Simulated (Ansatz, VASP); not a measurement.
# Al (Al strained to the junction's net): VASP beside Ansatz

Wanted: the spread between two codes on one cell, functional and k mesh. The structure shown is the end of the Ansatz relaxation below.

Program: Ansatz 0.2.0. Level of theory: plane waves, with VASP 6.6.1 beside it; single point at PBE. Results are calculated unless marked as measured.

## Step 1: Set-up

The structure is trigonal, space group R-3m (No. 166). Conventional cell: a = 2.878 Å, b = 2.878 Å, c = 6.948 Å, α = 90.00°, β = 90.00°, γ = 120.00°. Nearest to Al lie 12 Al at 2.85 to 2.88 Å.

As a file:

```cif
data_structure
_symmetry_space_group_name_H-M 'R-3m:H'
_symmetry_Int_Tables_number 166
_cell_length_a 2.8780
_cell_length_b 2.8780
_cell_length_c 6.9478
_cell_angle_alpha 90.000
_cell_angle_beta 90.000
_cell_angle_gamma 120.000
_cell_volume 49.84
loop_
_atom_site_label
_atom_site_type_symbol
_atom_site_symmetry_multiplicity
_atom_site_Wyckoff_symbol
_atom_site_fract_x
_atom_site_fract_y
_atom_site_fract_z
_atom_site_occupancy
Al1 Al 3 a 0.00000 0.00000 0.00000 1
```

## Step 2: Ansatz: relaxation, PBE

Ansatz runs on its default PAW (the set named soft_2) files.

This run makes the geometry at which the two programs are then compared.

input.yaml reads:

```yaml
crystal:
  lattice:
    - [2.878, 0.0, 0.0]
    - [-1.439, 2.4924211121, 0.0]
    - [0.0, 0.0, 6.9609829106]
  atoms:
    - { symbol: Al, position: [0.0, 0.0, 0.0] }
    - { symbol: Al, position: [0.3333333333, 0.6666666667, 0.3333333333] }
    - { symbol: Al, position: [0.6666666667, 0.3333333333, 0.6666666667] }
kpoints:
  mp_grid: { grid: [18, 18, 5] }
scf:
  occupations: { method: fermi_dirac, width: 0.1 }
  max_iter: 150
hamiltonian:
  xc: pbe
relax:
  f_tol: 0.01
  max_steps: 40
  cell: { fix: [a, b, angles] }
```

Run with:

```bash
$ ansatz run input.yaml --threads 4 --pin off --max-ram 10240MiB --backend cpu --events-out ev --progress --plain --runs-dir out
```

Numbers of over 12 decimals in the logs are rounded to 6 here.

The log of the run:

```text
Engine: ansatz 0.2.0, x86_64-unknown-linux-gnu
Pseudopotentials: kind: paw
Pseudopotential: Al, paw, valence charge 3, recommended cutoff 420 eV (normal), Al.paw.azcp
Functional definition: PBE
  parameter kappa = 0.804
  parameter beta = 0.066725
  exchange = pbe_x(kappa = kappa, mu = beta*pi^2/3)
  correlation = pbe_c(beta = beta)
Crystal: 3 atoms, lattice volume = 49.932 Å³
Basis set: ecut = 420 eV, 971 PW (Γ), exchange–correlation on 40×40×96 points (8 copies of the dense FFT grid, shifted against one another)
Bands: 9, of which v1, the nominal top of the filled ones, is band 5 counted from 1 (4 counted from 0)
Symmetry: 36 space group operations
Space group: R-3m (ITA 166), of the structure as read, at distance tolerance 3.7e-5 Å
k-points: 165 of 1620
Non-local potential: Al, projectors of the file, l = 0: 2, l = 1: 2, l = 2: 1
PAW form: soft (Blöchl's): semilocal exchange-correlation on the pseudo side does not see the compensation charge
PAW one-centre angular grid: Al, 110 points (default); XC on 64 Gauss nodes
Initial density: superposition of atomic densities (neutral atoms: chi_scale 0, normalization atom), corrected by the library's trained network
Initial wavefunctions: pseudopotential atomic-orbital guess
Functional: x = pbe(κ = 0.804, μ = 0.219515), c = pbe(β = 0.066725)
SCF iter   1: F=—  HF=-1612.528085 eV  |F-HF|=—  |Δ(HF+E_count)|=         —  Δρ=4.86e-4  dr2=4.59e-5  ethr=1.77e-3  ⟨swp⟩=5.8  Hψ=26489  notcnv=0  defer=35
automatic band count: the SCF goes on with 13 bands, as 9 were too few: the levels above may hold too much charge
preconditioner: auto → none  [metal: Δε(μ)=0.036 eV  Ē_g=10.286 eV  σ=0.100 eV  W_gap=0.09  n_scr=4 (ndim 8)  ℏωp=15.8 eV  f_vac=0.000  D(μ)=1.20/eV (n_scr^D=4)  sad-step TF]
SCF iter   2: F=—  HF=-1612.528228 eV  |F-HF|=—  |Δ(HF+E_count)|=   1.43e-4  Δρ=2.81e-4  dr2=1.78e-5  ethr=5.10e-7  ⟨swp⟩=2.0  Hψ=3971  notcnv=0  defer=43
iter 3 did not close the SCF: its close was put off for the readings that it lacked (scf_convergence_deferred on its scf_iter line)
SCF iter   3: F=-1612.528261 eV  HF=-1612.528261 eV  |F-HF|=1.34e-8  |Δ(HF+E_count)|=   3.29e-5  Δρ=1.30e-5  dr2=4.39e-8  ethr=1.98e-7  ⟨swp⟩=2.0  Hψ=2555  notcnv=0  defer=43
iter 4 did not close the SCF: its close was put off for the readings that it lacked (scf_convergence_deferred on its scf_iter line)
SCF iter   4: F=-1612.528261 eV  HF=-1612.528261 eV  |F-HF|=2.83e-9  |Δ(HF+E_count)|=   1.75e-8  Δρ=4.14e-6  dr2=3.88e-9  ethr=4.88e-10  ⟨swp⟩=2.5  Hψ=2605  notcnv=0  defer=43
iter 5 did not close the SCF: its close was put off for the readings that it lacked (scf_convergence_deferred on its scf_iter line)
SCF iter   5: F=-1612.528261 eV  HF=-1612.528261 eV  |F-HF|=1.75e-11  |Δ(HF+E_count)|=   3.06e-9  Δρ=3.23e-7  dr2=3.02e-11  ethr=4.31e-11  ⟨swp⟩=2.0  Hψ=2580  notcnv=0  defer=43
SCF iter   6: F=-1612.528261 eV  HF=-1612.528261 eV  |F-HF|=1.36e-12  |Δ(HF+E_count)|=  1.91e-11  Δρ=3.12e-8  dr2=4.65e-13  ethr=1.00e-12  ⟨swp⟩=1.0  Hψ=4636  notcnv=0
SCF 1 converged in 6 iterations: F = -1612.528261 eV  dr2 = 4.65e-13
  greatest PAW one-centre occupation: 0.446 electrons in one spin orbital (limit 2), on the Al atom at site 2 (counted from 0), in its partial waves of l = 0
relax step   1: F+E_penalty+E_count = -1612.52826062 eV  Δ(F+E_penalty+E_count) = +0.000e0 eV  max|allowed force component| = 9.074e-28 eV/Å  Δτ_max = 0.0000 Å  P = -0.727 GPa  Ω = 49.932 Å³  fix = [a, b, alpha, beta, gamma]  reactions: a -0.954, b -0.954 GPa  (6 SCF iters, dr2 threshold 1.00e-7 eV, accepted)
[...]
relax step   2: F+E_penalty+E_count = -1612.52838492 eV  Δ(F+E_penalty+E_count) = -1.243e-4 eV  max|allowed force component| = 5.256e-27 eV/Å  Δτ_max = 0.0000 Å  P = -0.580 GPa  Ω = 49.838 Å³  energy of the carried Pulay correction = +4.245e-5 eV  fix = [a, b, alpha, beta, gamma]  reactions: a -0.867, b -0.867 GPa  (3 SCF iters, dr2 threshold 1.85e-7 eV, accepted)
[...]
relax step   3: F+E_penalty+E_count = -1612.52834790 eV  Δ(F+E_penalty+E_count) = +3.702e-5 eV  max|allowed force component| = 1.811e-29 eV/Å  Δτ_max = 0.0000 Å  P = -0.581 GPa  Ω = 49.838 Å³  fix = [a, b, alpha, beta, gamma]  reactions: a -0.867, b -0.867 GPa  stress off target by 8.27e-3 GPa on what of the cell is left free  SCF on the basis re-selected at this cell (its energy is not comparable with the rows above)  (4 SCF iters)
basis re-selected at this cell: Δ(F+E_penalty+E_count) = +3.702e-5 eV, ΔP = -0.001 GPa vs the last step (what re-selecting the basis moved, of the pressure what is left beyond the Pulay correction that the steps carried, after the strain that the cell walked since its last selection, with what the two solves' SCF thresholds leave and, on support functions, any second-order correction that the steps lacked; it is no m [...]
SCF converged after 4 iterations
Free energy (F): -1612.528348 eV
Harris-Foulkes:  -1612.528348 eV  (|F-HF|=6.82e-13)
Internal energy: -1612.488700 eV  (E = F + TS)
E sigma→0 (E₀):  -1612.508524 eV
Entropy (-TS):   -0.039648 eV (-13.216 meV/atom)
Fermi energy:    7.861490 eV
--- Per-component energies (eV) ---
  E_band       = 31.251819
  E_kinetic    = 68.012767
  E_local      = 29.372847  (includes V_loc(G=0)·N_el)
  E_nonlocal   = 30.880372
  E_hartree    = 0.311607
  E_xc         = -119.056471
  E_vxc        = -86.691922  (∫ρ·V_xc dr)
  E_paw        = -1401.971162  (= ΣΔE_a)
  E_vpaw       = -10.945451  (= ΣTr[D̂ρ^β])
  E_aug_tail   = -0.000007  (compensation charges beyond the density's cutoff)
  E_ewald      = -220.038653
  E_smearing   = -0.039648  (= −TS)
  E_closure    = 0.000000  (closes the sum)
  Σ components = -1612.528348   (vs F -1612.528348, Δ=0.00e0)
--- Forces (eV/Å), atoms counted from 1 ---
  atom   1  Al     0.00000000    -0.00000000     0.00000000
  atom   2  Al     0.00000000     0.00000000     0.00000000
  atom   3  Al    -0.00000000    -0.00000000    -0.00000000
  max |Σ_I F_I| component: 2.72e-29 eV/Å
--- Stress (GPa, compression-positive) ---
       -0.867324      -0.000000       0.000000
        0.000000      -0.867324      -0.000000
        0.000000      -0.000000      -0.008268
  P = ⅓ Tr σ = -0.5810 GPa (-5.810 kbar)
--- Relaxed structure (2 steps of the walk, 2 accepted, 1 SCFs on fresh bases) ---
  F+E_penalty+E_count = -1612.52834790 eV   max|allowed force component| = 1.811e-29 eV/Å   (the final SCF, on the basis selected at the relaxed cell)
  cell:  # Å, volume = 49.8382 Å³
    - [2.878000, 0, 0]
    - [-1.439000, 2.492421, 0]
    - [0, 0, 6.947849]
  atoms:
    - { symbol: Al, position: [0, 0, 0] }
    - { symbol: Al, position: [0.333333, 0.666667, 0.333333] }
    - { symbol: Al, position: [0.666667, 0.333333, 0.666667] }
```

In the SCF lines HF is the Harris–Foulkes energy and dr2 the Hartree energy of the density residual, in eV; the loop may stop once dr2 is under the threshold and the program's other checks hold. Hψ counts applications of the Hamiltonian.

## Step 3: VASP: single point, PBE

The same cell, functional, mesh and smearing now go to VASP, with its own data sets.

Lines of VASP's logs that name or quote its potential files are left out, and so is its time.

INCAR reads:

```
SYSTEM = Al
PREC = Accurate
ENCUT = 500
EDIFF = 1E-06
NELM = 120
ISMEAR = -1
SIGMA = 0.1
LREAL = .FALSE.
ALGO = Normal
GGA = PE
NBANDS = 10
LORBIT = 11
LWAVE = .FALSE.
LCHARG = .FALSE.
ISIF = 2
LASPH = .TRUE.
GGA_COMPAT = .FALSE.
```

POSCAR reads:

```
Al
1.0
    2.8780000000      0.0000000000      0.0000000000
   -1.4390000000      2.4924211121      0.0000000000
    0.0000000000      0.0000000000      6.9478486977
Al
3
Direct
    0.0000000000      0.0000000000      0.0000000000
    0.3333333333      0.6666666667      0.3333333333
    0.6666666667      0.3333333333      0.6666666667
```

KPOINTS reads:

```
Automatic mesh
0
Gamma
18 18 5
0 0 0
```

Potentials, in the order of the species: Al (PBE family, release 64).

Run with:

```bash
$ mpirun -np 1 vasp_std
```

The log of the run:

```text
[banner, memory and clock lines left out]
running    1 mpi-ranks, on    1 nodes
 distrk:  each k-point on    1 cores,    1 groups
 distr:  one band on    1 cores,    1 groups

 POSCAR found type information on POSCAR Al
 POSCAR found :  1 types and       3 ions
 LDA part: xc-table for (Slater+PW92), standard interpolation
 POSCAR, INCAR and KPOINTS ok, starting setup
 FFT: planning ... GRIDC
 FFT: planning ... GRID_SOFT
 FFT: planning ... GRID
 WAVECAR not read
 entering main loop
       N       E                     dE             d eps       ncg     rms          rms(c)
DAV:   1     0.264798151391E+01    0.26480E+01   -0.29462E+03  3332   0.612E+02
DAV:   2    -0.109157019654E+02   -0.13564E+02   -0.12907E+02  4370   0.753E+01
DAV:   3    -0.113232980760E+02   -0.40760E+00   -0.40154E+00  4530   0.112E+01
DAV:   4    -0.113258553640E+02   -0.25573E-02   -0.25561E-02  4242   0.993E-01
DAV:   5    -0.113258750925E+02   -0.19728E-04   -0.19728E-04  4282   0.895E-02    0.224E+00
DAV:   6    -0.112869643821E+02    0.38911E-01   -0.48989E-03  3906   0.470E-01    0.131E+00
DAV:   7    -0.112587444082E+02    0.28220E-01   -0.13072E-02  3692   0.718E-01    0.201E-01
DAV:   8    -0.112585253141E+02    0.21909E-03   -0.14579E-04  4988   0.823E-02    0.215E-02
DAV:   9    -0.112585191301E+02    0.61840E-05   -0.28329E-06  4084   0.103E-02    0.192E-03
DAV:  10    -0.112585174399E+02    0.16902E-05   -0.24334E-08  2330   0.126E-03    0.832E-04
DAV:  11    -0.112585174194E+02    0.20556E-07   -0.22190E-09  2098   0.392E-04
   1 F= -.11258517E+02 E0= -.11238726E+02  d E =-.395831E-01
```

Parts of OUTCAR (step 3):

```text
ion  position               nearest neighbor table
   1  0.000  0.000  0.000-   2 2.85   3 2.85   3 2.85   2 2.85   3 2.85   2 2.85
   2  0.333  0.667  0.333-   1 2.85   1 2.85   1 2.85   3 2.85   3 2.85   3 2.85
   3  0.667  0.333  0.667-   1 2.85   1 2.85   1 2.85   2 2.85   2 2.85   2 2.85

  LATTYP: Found a hexagonal cell.
 ALAT       =     2.8780000000
 C/A-ratio  =     2.4141239394

 Subroutine GETGRP returns: Found 12 space group operations
 (whereof 12 operations were pure point group operations)

The static configuration has the point symmetry D_3d.

 Found    165 irreducible k-points:

   k-points           NKPTS =    165   k-points in BZ     NKDIM =    165   number of bands    NBANDS=     10

   dimension x,y,z NGX =    24 NGY =   24 NGZ =   54
   dimension x,y,z NGXF=    48 NGYF=   48 NGZF=  108

   ENCUT  =  500.0 eV  36.75 Ry    6.06 a.u.   5.25  5.25 12.67*2*pi/ulx,y,z

   NELECT =       9.0000    total number of electrons

 k-points in reciprocal lattice and weights: Automatic mesh
   0.00000000  0.00000000  0.00000000       0.001
   0.05555556  0.00000000  0.00000000       0.004
   0.11111111  0.00000000  0.00000000       0.004
   0.16666667  0.00000000  0.00000000       0.004
   0.22222222  0.00000000  0.00000000       0.004
   0.27777778  0.00000000  0.00000000       0.004
   0.33333333  0.00000000  0.00000000       0.004
   0.38888889  0.00000000  0.00000000       0.004
   0.44444444  0.00000000  0.00000000       0.004
[...]
-0.27777778 -0.38888889  0.40000000       0.007
   0.33333333  0.33333333  0.40000000       0.002

 average (electrostatic) potential at core
       1 -72.7087       2 -72.7087       3 -72.7087

 E-fermi :   7.9191

 k-point     1 :       0.0000    0.0000    0.0000
  band No.  band energies     occupation
      1      -3.1583      2.00000
      2      -0.1238      2.00000
      3      -0.1238      2.00000
      4       8.6434      0.00143
      5       8.6434      0.00143
      6      18.4331      0.00000
      7      18.4331      0.00000
      8      18.4331      0.00000
    ...

 k-point     2 :       0.0556    0.0000    0.0000
  band No.  band energies     occupation
      1      -3.0848      2.00000
      2      -0.0519      2.00000
      3      -0.0519      2.00000
      4       8.7080      0.00075
      5       8.7089      0.00074
      6      16.7902      0.00000
      7      17.3582      0.00000
      8      18.7415      0.00000
    ...

 k-point     3 :       0.1111    0.0000    0.0000
  band No.  band energies     occupation
      1      -2.8644      2.00000
      2       0.1637      2.00000
      3       0.1638      2.00000
      4       8.8963      0.00011
      5       8.9057      0.00010
      6      14.7949      0.00000
      7      16.4088      0.00000
      8      17.1726      0.00000
    ...

  Total       -0.2823421     -0.2823421     -0.0157621      0.0000000      0.0000000      0.0000000
  in kB       -9.0766100     -9.0766100     -0.5067134      0.0000000      0.0000000      0.0000000
  external PRESSURE =      -6.2199778 kB  Pullay stress =       0.0000000 kB

  energy-cutoff  :      500.00
  volume of cell :       49.84
      direct lattice vectors                 reciprocal lattice vectors
     2.878000000  0.000000000  0.000000000     0.347463516  0.200608155  0.000000000
    -1.439000000  2.492421112  0.000000000     0.000000000  0.401216309  0.000000000
     0.000000000  0.000000000  6.947848698     0.000000000  0.000000000  0.143929444

 POSITION                                       TOTAL-FORCE (eV/Angst)
 -----------------------------------------------------------------------------------
      0.00000      0.00000      0.00000         0.000000     -0.000000     -0.000000
     -0.00000      1.66161      2.31595        -0.000000      0.000000      0.000000
      1.43900      0.83081      4.63190         0.000000     -0.000000     -0.000000
 -----------------------------------------------------------------------------------
    total drift:                                0.000000     -0.000000      0.000000

  FREE ENERGIE OF THE ION-ELECTRON SYSTEM (eV)
  ---------------------------------------------------
  free  energy   TOTEN  =       -11.2585174194 eV

  energy  without entropy=      -11.2189343060  energy(sigma->0) =      -11.23872586

 total charge
# of ion       s       p       d       tot
------------------------------------------
    1        0.428   0.337   0.000   0.765
    2        0.428   0.337   0.000   0.765
    3        0.428   0.337   0.000   0.765
--------------------------------------------------
tot          1.285   1.010   0.000   2.295

[... 3 further parts left out ...]
```

This run has no spin polarisation. Its electron count is odd, so without a moment it is a metal by construction.

## Step 4: Differences

Known differences besides the potentials themselves: the cutoff is 420 eV in Ansatz and 500 eV in VASP; Ansatz's pressure holds a Pulay correction, VASP's none. Total energies have different zeros and are not compared.

Compared:

```csv
quantity,Ansatz,VASP,difference
pressure (GPa),-0.58,-0.62,+0.04
```

## Step 5: Results

| Item | Value |
| --- | --- |
| difference in pressure (single point, PBE) | 0.041 GPa |

**Reading.** The difference in pressure is 0.041 GPa (single point, PBE), within the 1 GPa picked in this series as the mark of a large difference. Such differences can come from data sets, numerical settings and the points named under the comparisons, not from the functional's error against experiment.

[Lines on the potential files, build, host, timing and source positions are cut from VASP's logs without a mark.]

[Logs are printed without paths, hosts, clocks, repeated set-up lines and the standing remarks that a program may print on its own settings, such as how far it seeks lower states.]

[Hosts, paths, dates, database ids (printed as entryN), source tags and the programs' standing remarks are cut or masked in the printed files.]
